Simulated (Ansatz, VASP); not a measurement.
# ZnGaBiSe4: VASP beside Ansatz, part 3 of 3

Wanted: the spread between two codes on one cell, functional and k mesh. The cell is invented: As first built, before any earlier steps moved the atoms (in the runner's words): it takes the ZnGa2Se4 structure with some of its atoms replaced by other elements, volume scaled by an estimate. It may not be a known or stable phase. The cell is taken from a series of runs on this material, whose earlier steps may have relaxed, scaled, displaced or heated it; both programs get it as it stands.

VASP 6.6.1 and Ansatz 0.2.0.

So far. Step 2 (Ansatz: single point, PBE): The run ends at a pressure of 0.77 GPa, with forces up to 1.9 eV/Å.

## Step 3: VASP: single point, PBE (continued)

Level of this step: PBE; plane waves and PAW (Bi_d_GW, Se_GW, Ga_d_GW, Zn_sv_GW); invented cell (VASP).

Numbers of over 12 decimals in the logs are rounded to 6 here.

OUTCAR, selected parts (step 3):

```text
ion  position               nearest neighbor table
   1  0.993  0.013  0.014-  15 2.77   8 2.84  10 2.90
   2  0.107  0.041  0.530-  18 2.67   7 2.75  14 2.77  16 2.85
   3  0.478  0.468  0.004-  12 2.80  19 2.83   6 2.91  13 2.92
   4  0.458  0.471  0.462-   5 2.69  11 2.81  20 2.87
   5  0.346  0.710  0.502-  23 2.50  26 2.58   4 2.69
   6  0.324  0.761  0.977-  25 2.41  24 2.47   3 2.91
   7  0.913  0.271  0.507-  21 2.40  28 2.56   2 2.75
   8  0.844  0.303  0.983-  22 2.41  27 2.45   1 2.84
   9  0.844  0.986  0.193-  25 2.42  23 2.44
  10  0.807  0.956  0.717-  26 2.48  24 2.72   1 2.90
  11  0.371  0.516  0.215-  27 2.63  21 2.66   4 2.81
  12  0.353  0.532  0.741-  22 2.45   3 2.80
  13  0.376  0.179  0.034-  25 2.41  21 2.60   3 2.92
  14  0.335  0.192  0.536-  22 2.51  26 2.54   2 2.77
  15  0.911  0.714  0.016-  27 2.38  23 2.39   1 2.77
  16  0.891  0.796  0.484-  28 2.31  24 2.43   2 2.85
  17  0.423  0.045  0.317-  26 2.38  21 2.48
  18  0.475  0.021  0.821-  22 2.37  25 2.48   2 2.67
  19  0.889  0.505  0.247-  23 2.52  28 2.63   3 2.83
  20  0.877  0.507  0.717-  24 2.49  27 2.65   4 2.87
  21  0.563  0.254  0.303-   7 2.40  17 2.48  13 2.60  11 2.66
  22  0.493  0.283  0.785-  18 2.37   8 2.41  12 2.45  14 2.51
  23  0.001  0.749  0.236-  15 2.39   9 2.44   5 2.50  19 2.52
  24  0.985  0.751  0.707-  16 2.43   6 2.47  20 2.49  10 2.72
  25  0.493  0.973  0.006-   6 2.41  13 2.41   9 2.42  18 2.48
  26  0.444  0.974  0.494-  17 2.38  10 2.48  14 2.54   5 2.58
  27  0.987  0.497  0.965-  15 2.38   8 2.45  11 2.63  20 2.65
  28  0.941  0.548  0.462-  16 2.31   7 2.56  19 2.63

  LATTYP: Found a simple tetragonal cell.
 ALAT       =     8.6996605939
 C/A-ratio  =     1.2603169838

 Subroutine GETGRP returns: Found  1 space group operations
 (whereof  1 operations were pure point group operations)

The static configuration has the point symmetry C_1 .

 Found      1 irreducible k-points:

   k-points           NKPTS =      1   k-points in BZ     NKDIM =      1   number of bands    NBANDS=    177

   dimension x,y,z NGX =    96 NGY =   72 NGZ =  120
   dimension x,y,z NGXF=   192 NGYF=  144 NGZF=  240

   ENCUT  =  650.0 eV  47.77 Ry    6.91 a.u.  22.79 18.08 29.10*2*pi/ulx,y,z

   NELECT =     296.0000    total number of electrons

 k-points in reciprocal lattice and weights: Automatic mesh
   0.00000000  0.00000000  0.00000000       1.000

 average (electrostatic) potential at core
       1 -58.6345       2 -58.5207       3 -58.6565       4 -59.0798       5 -56.4740
       6 -56.0416       7 -56.1141       8 -55.8108       9 -55.8811      10 -55.3647
      11 -56.1211      12 -56.0387      13 -55.7872      14 -55.9863      15 -55.9250
      16 -56.1048      17 -55.8735      18 -56.2411      19 -55.7961      20 -56.1120
      21 -68.6936      22 -68.6191      23 -68.5583      24 -68.6019      25 -81.0046
      26 -81.1151      27 -81.1885      28 -81.1890

 E-fermi :   2.1141

 k-point     1 :       0.0000    0.0000    0.0000
  band No.  band energies     occupation
    ...
    144       1.0637      1.99967
    145       1.1613      1.99926
    146       1.2000      1.99898
    147       1.3652      1.99598
    148       1.5715      1.97801
    149       2.6492      0.02339
    150       2.8961      0.00305
    151       2.9987      0.00130
    152       3.1262      0.00045
    153       3.2108      0.00022
    ...

  Total        9.1265957      7.8592398     -6.3726571     -3.6600045     -1.9830054      3.2951878
  in kB       17.6210864     15.1741512    -12.3039460     -7.0665183     -3.8286684      6.3621519
  external PRESSURE =       6.8304305 kB  Pullay stress =       0.0000000 kB

  energy-cutoff  :      650.00
  volume of cell :      829.83
      direct lattice vectors                 reciprocal lattice vectors
     0.000000000  0.000000000 10.964330000     0.081279812  0.081279812  0.091204843
     6.151589000 -6.151589000  0.000000000     0.081279812 -0.081279812  0.000000000
     6.151589000  6.151589000-10.964330000     0.081279812  0.081279812  0.000000000

 POSITION                                       TOTAL-FORCE (eV/Angst)
 -----------------------------------------------------------------------------------
      0.16625      0.00529     10.73419        -0.375652     -0.259649      0.562043
      3.51118      3.01031     -4.63969        -1.546189     -1.077156      0.120482
      2.90409     -2.85718      5.19494         0.448749     -0.530905     -0.196570
      5.73874     -0.05215     -0.04110        -0.245602      0.438041      0.339849
      7.45325     -1.27656     -1.70954         0.361939     -1.060171     -0.234621
     10.68832      1.32678     -7.15038        -0.353452     -0.157783     -0.312242
      4.79109      1.45157      4.45190         0.960645     -0.828098     -0.467834
      7.90590      4.18359     -1.52284         0.671388     -0.221251      0.537262
      7.25283     -4.87505      7.13121         0.380787      0.600180      0.846619
     10.29069     -1.46735      0.98602         0.169476      0.148813      0.527540
      4.49642     -1.85464      1.71517        -0.333706      0.692167      0.408088
      7.83085      1.28131     -4.25446        -0.605154      0.663555      0.009068
      1.31086     -0.89238      3.74518         0.547082      0.330543     -0.416853
      4.47939      2.11510     -2.20135         0.235725     -0.713959      0.688250
      4.48950     -4.28901      9.80685         0.227626     -0.223159     -0.264713
      7.87914     -1.92007      4.46287         0.063204      0.389644     -0.811898
      2.22561      1.67470      1.16064        -0.309994     -0.267765      0.006692
      5.18013      4.91569     -3.78792         0.556286      1.508113     -0.671994
      4.62212     -1.58868      7.04944         0.386769      0.112708     -0.589287
      7.52495      1.29146      1.75913        -0.117052      0.223595     -0.195898
      3.42795      0.30596      2.84088        -0.860291     -0.817225     -0.196383
      6.56616      3.08897     -3.19878         0.206334     -0.810499      0.816068
      6.05699     -3.15793     -2.56893        -0.400723      0.435064     -0.823133
      8.96900     -0.26998      3.04539         0.653709     -0.122430     -0.943990
      6.02335     -5.94952      5.34297        -0.132369      0.008415      0.025556
      9.03229     -2.95487     -0.54986         0.584057      0.704107     -0.030606
      8.99805      2.87967      0.24013        -0.323298      0.117517      0.396359
      6.21377     -0.52365      5.24323        -0.850293      0.717587      0.872147
 -----------------------------------------------------------------------------------
    total drift:                               -0.046774      0.007940     -0.022024

  FREE ENERGIE OF THE ION-ELECTRON SYSTEM (eV)
  ---------------------------------------------------
  free  energy   TOTEN  =       -97.5977425773 eV

  energy  without entropy=      -97.5566565574  energy(sigma->0) =      -97.57719957

 total charge
# of ion       s       p       d       f       tot
--------------------------------------------------
    1        3.651   1.042   9.954   0.023  14.670
    2        3.648   1.126   9.986   0.035  14.793
    3        3.647   1.082   9.949   0.025  14.702
    4        3.628   1.080   9.948   0.025  14.681
    5        1.470   2.283   0.025   0.000   3.778
    6        1.470   2.280   0.025   0.000   3.775
    7        1.458   2.315   0.024   0.000   3.798
    8        1.462   2.317   0.025   0.000   3.804
    9        1.471   2.277   0.025   0.000   3.773
   10        1.460   2.276   0.016   0.000   3.752
   11        1.468   2.252   0.019   0.000   3.739
   12        1.473   2.262   0.022   0.000   3.757
   13        1.467   2.280   0.020   0.000   3.767
   14        1.459   2.311   0.025   0.000   3.795
   15        1.459   2.336   0.029   0.000   3.824
   16        1.460   2.329   0.029   0.000   3.818
   17        1.459   2.300   0.022   0.000   3.780
   18        1.479   2.308   0.039   0.000   3.826
   19        1.467   2.276   0.020   0.000   3.763
   20        1.457   2.280   0.018   0.000   3.755
   21        0.854   0.628   9.998   0.000  11.480
   22        0.847   0.740  10.025   0.000  11.612
   23        0.843   0.700  10.015   0.000  11.558
   24        0.856   0.634   9.997   0.000  11.487
   25        2.308   6.195   9.439   0.002  17.945
   26        2.299   6.167   9.449   0.002  17.918
   27        2.292   6.159   9.455   0.002  17.908
   28        2.300   6.156   9.451   0.002  17.909
--------------------------------------------------
tot         50.610  68.391 118.047   0.116 237.165
```

The run ends at a pressure of 0.68 GPa, with forces up to 1.9 eV/Å.

## Step 4: Differences

Known differences besides the potentials themselves: the data sets hold 416 valence electrons in Ansatz (default PAW (the set named soft_2) files) and 296 in VASP; the cutoff is 420 eV in Ansatz and 650 eV in VASP (PREC = Accurate, projectors in real space); VASP leaves aspherical gradient terms in its spheres out (LASPH is not set), Ansatz keeps them. Total energies have different zeros and are not compared.

Both answers:

```tsv
quantity	Ansatz	VASP	difference
pressure (GPa)	0.77	0.68	+0.09
gap on the k mesh (eV)	1.086	1.078	+0.008
```

Forces on 8 of the 28 atoms, those with the largest forces and the largest differences (eV/Å; atoms numbered as in POSCAR):

```tsv
atom	Ansatz x, y, z	VASP x, y, z
Bi2	-1.540, -1.074, 0.129	-1.546, -1.077, 0.120
Se7	0.947, -0.837, -0.483	0.961, -0.828, -0.468
Se16	0.036, 0.418, -0.811	0.063, 0.390, -0.812
Se18	0.563, 1.482, -0.680	0.556, 1.508, -0.672
Ga21	-0.862, -0.805, -0.190	-0.860, -0.817, -0.196
Ga22	0.197, -0.797, 0.819	0.206, -0.810, 0.816
Ga24	0.646, -0.117, -0.935	0.654, -0.122, -0.944
Zn28	-0.833, 0.702, 0.861	-0.850, 0.718, 0.872
```

The forces differ by 9.8 meV/Å r.m.s., which is 1.7 % of the r.m.s. force of 0.57 eV/Å (both taken over all components). A gap on the mesh is an upper bound, since the band edges may lie between its points; neither run holds spin-orbit coupling, which can move the band edges of a compound of Bi. Ansatz's pressure holds a Pulay correction of 0.03 GPa; VASP's holds none.

## Step 5: Other set-ups

Further runs change the set-up of one program: Ansatz's method, potentials or start, or VASP's data sets, cutoff or form of LDA. The table gives Ansatz less VASP for each quantity, since a change that brings one quantity closer may part another.

```tsv
run	r.m.s. force difference (meV/Å)	pressure (GPa)	gap on the k mesh (eV)
as above	9.8	0.088	0.0082
VASP with the data sets Bi_d, Se, Ga_h and Zn	13	-0.072	0.0090
```

## Step 6: Summary of results

| Property | Result |
| --- | --- |
| r.m.s. force difference (single point, PBE) | 1.7 % of the r.m.s. force |

The r.m.s. force difference is 1.7 % of the r.m.s. force (single point, PBE), within the 3 % picked in this series as the mark of a large difference. Single point, PBE, VASP with the data sets Bi_d, Se, Ga_h and Zn: r.m.s. force difference goes from 9.8 to 13 meV/Å; the difference in pressure goes from 0.088 to -0.072 GPa. Such differences can come from data sets, numerical settings and the points named under the comparisons, not from the functional's error against experiment.

[Lines on the potential files, build, host, timing and source positions are cut from VASP's logs without a mark.]

[Logs are printed without paths, hosts, clocks, repeated set-up lines and the standing remarks that a program may print on its own settings, such as how far it seeks lower states.]

[Hosts, paths, dates, database ids (printed as entryN), source tags and the programs' standing remarks are cut or masked in the printed files.]
